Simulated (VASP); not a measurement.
Here is the system:

```xyz
6
Lattice="1.5907 -2.7551 0.0000 1.5907 2.7551 0.0000 0.0000 0.0000 13.0368" Properties=species:S:1:pos:R:3 pbc="T T T"
W      1.5907     0.9184     3.2592
W      1.5907    -0.9184     9.7776
S      1.5907     0.9184    11.3386
S      1.5907    -0.9184     4.8202
S      1.5907    -0.9184     1.6982
S      1.5907     0.9184     8.2166
```

The numbers are results of r2SCAN meta-GGA, VASP's PBE PAW potentials (set 64) (plane waves; VASP 6.6.1), not measurements. Numerical set-up: 520 eV cut-off, 9×9×2 Γ-centred mesh, tetrahedra with Blöchl corrections, potentials W_sv S.

Unless said otherwise, spin-orbit coupling is left out, though it shifts the bands of the heavy elements here.

**Question.** Give the energies of bands 17 to 30 at the high-symmetry points, in eV from the valence-band maximum.

**Answer.** 
```
band      Γ      M      K      A      L      H
----  -----  -----  -----  -----  -----  -----
17    -3.57  -5.37  -5.28  -3.58  -5.15  -5.22
18    -3.57  -4.98  -5.16  -3.58  -5.15  -5.22
19    -3.49  -4.17  -4.64  -2.80  -4.15  -4.70
20    -2.30  -4.13  -4.64  -2.80  -4.15  -4.70
21    -2.30  -2.85  -4.01  -2.29  -2.81  -3.90
22    -2.28  -2.76  -4.01  -2.29  -2.81  -3.90
23    -2.28  -2.00  -3.01  -2.29  -1.95  -3.07
24    -1.88  -1.90  -3.01  -2.29  -1.95  -3.07
25    -0.92  -1.57  -0.59  -0.31  -1.51  -0.54
26     0.00  -1.47  -0.48  -0.31  -1.51  -0.54
27     2.55   2.47   1.40   2.55   2.48   1.40
28     2.55   2.50   1.40   2.55   2.48   1.40
29     2.55   2.86   2.65   2.55   2.95   3.00
30     2.56   3.02   3.45   2.56   2.95   3.00
```

The gap is indirect, 1.40 eV, from the valence maximum at Γ to the conduction minimum at K.

The compound is WS2 in the 2H layered structure. It was relaxed first, which changed the volume by +8 %.
